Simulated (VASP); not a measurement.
VASP input:

**KPOINTS**
```
k-points along high-symmetry lines
6
Line-mode
Reciprocal
  0.000000   0.000000   0.000000 ! GAMMA
  0.500000   0.000000   0.500000 ! X

  0.500000   0.000000   0.500000 ! X
  0.625000   0.250000   0.625000 ! U

  0.375000   0.375000   0.750000 ! K
  0.000000   0.000000   0.000000 ! GAMMA

  0.000000   0.000000   0.000000 ! GAMMA
  0.500000   0.500000   0.500000 ! L

  0.500000   0.500000   0.500000 ! L
  0.500000   0.250000   0.750000 ! W

  0.500000   0.250000   0.750000 ! W
  0.500000   0.000000   0.500000 ! X
```

### POSCAR
```
TiC
1
    0.0000000000     2.1650000000     2.1650000000
    2.1650000000     0.0000000000     2.1650000000
    2.1650000000     2.1650000000     0.0000000000
Ti C
1 1
Direct
  0.0000000000   0.0000000000   0.0000000000
  0.5000000000   0.5000000000   0.5000000000
```

### INCAR
```
SYSTEM = TiC
PREC = Accurate
ENCUT = 520
EDIFF = 1E-6
NELM = 100
ALGO = Normal
LREAL = .FALSE.
LASPH = .TRUE.
ISMEAR = 1
SIGMA = 0.1
GGA = PE
LMAXMIX = 4
LWAVE = .FALSE.
LCHARG = .FALSE.
ISIF = 2
```

POTCAR, in this order: Ti_sv C (PBE.64 set). Program: vasp_std.

The resulting files:

**standard output**
```
 POSCAR found type information on POSCAR TiC
 POSCAR found :  2 types and       2 ions
 Reading from existing POTCAR
 Reading from existing POTCAR
 LDA part: xc-table for (Slater+PW92), standard interpolation
 POSCAR, INCAR and KPOINTS ok, starting setup
 WAVECAR not read
 entering main loop
       N       E                     dE             d eps       ncg     rms          rms(c)
DAV:   1     0.118927485980E+03    0.11893E+03   -0.84174E+03   864   0.159E+03
DAV:   2    -0.120850581862E+02   -0.13101E+03   -0.12474E+03   928   0.377E+02
DAV:   3    -0.212759857296E+02   -0.91909E+01   -0.85000E+01  1108   0.956E+01
DAV:   4    -0.216676107790E+02   -0.39163E+00   -0.39097E+00  1168   0.183E+01
DAV:   5    -0.216819503957E+02   -0.14340E-01   -0.14333E-01  1100   0.306E+00    0.183E+01
DAV:   6    -0.179051852304E+02    0.37768E+01   -0.40275E+01  1048   0.749E+01    0.118E+01
DAV:   7    -0.159817658860E+02    0.19234E+01   -0.11270E+01  1092   0.379E+01    0.582E+00
DAV:   8    -0.159202140534E+02    0.61552E-01   -0.17572E-01   892   0.454E+00    0.497E+00
DAV:   9    -0.157828456378E+02    0.13737E+00   -0.82802E-01  1028   0.123E+01    0.139E+00
DAV:  10    -0.157777309834E+02    0.51147E-02   -0.20720E-02   976   0.162E+00    0.110E+00
DAV:  11    -0.157694663304E+02    0.82647E-02   -0.39916E-02  1216   0.246E+00    0.273E-01
DAV:  12    -0.157693170916E+02    0.14924E-03   -0.16297E-03   972   0.556E-01    0.810E-02
DAV:  13    -0.157693017009E+02    0.15391E-04   -0.66622E-05   984   0.853E-02    0.598E-02
DAV:  14    -0.157692470956E+02    0.54605E-04   -0.13631E-04  1228   0.147E-01    0.561E-03
DAV:  15    -0.157692456290E+02    0.14666E-05   -0.33918E-06   908   0.176E-02    0.342E-03
DAV:  16    -0.157692453280E+02    0.30098E-06   -0.14938E-07   484   0.536E-03
   1 F= -.15769245E+02 E0= -.15769068E+02  d E =-.531271E-03
```

**OUTCAR**
```
------------------------ aborting loop because EDIFF is reached ----------------------------------------
  FORCE on cell =-STRESS in cart. coord.  units (eV):
  Direction    XX          YY          ZZ          XY          YZ          ZX
  --------------------------------------------------------------------------------------
  Total        2.7470101      2.7470101      2.7470101     -0.0000000     -0.0000000      0.0000000
  in kB      216.8538512    216.8538512    216.8538512     -0.0000000     -0.0000000      0.0000000
  external PRESSURE =     216.8538512 kB  Pullay stress =       0.0000000 kB
  volume of cell :       20.30
      direct lattice vectors                 reciprocal lattice vectors
     0.000000000  2.165000000  2.165000000    -0.230946882  0.230946882  0.230946882
     2.165000000  0.000000000  2.165000000     0.230946882 -0.230946882  0.230946882
     2.165000000  2.165000000  0.000000000     0.230946882  0.230946882 -0.230946882
 POSITION                                       TOTAL-FORCE (eV/Angst)
 -----------------------------------------------------------------------------------
      0.00000      0.00000      0.00000        -0.000000      0.000000     -0.000000
      2.16500      2.16500      2.16500         0.000000      0.000000      0.000000
 -----------------------------------------------------------------------------------
    total drift:                                0.000000     -0.000000     -0.000000
  FREE ENERGIE OF THE ION-ELECTRON SYSTEM (eV)
  ---------------------------------------------------
  free  energy   TOTEN  =       -15.7692453280 eV

  energy  without entropy=      -15.7687140574  energy(sigma->0) =      -15.76906824
```
(Selected blocks of OUTCAR.)

The run ends quietly. Is anything wrong with it?

The cause: a line-mode KPOINTS file was used for a self-consistent run. The run ends without an error. Against the sound run, the energy per atom (σ→0) increases by 1.470 eV/atom; the pressure goes up by 20.93 GPa. To mend it, correct KPOINTS.
**KPOINTS**
```
Automatic mesh
0
Gamma
11 11 11
0 0 0
```
The mended run (PBE GGA, plane waves, VASP's PBE PAW potentials (set 64)) converges, and its OSZICAR ends with
```
   1 F= -.18708792E+02 E0= -.18708746E+02  d E =-.137839E-03
```

The compound is TiC in the rock salt structure. The cell was not relaxed at this level.
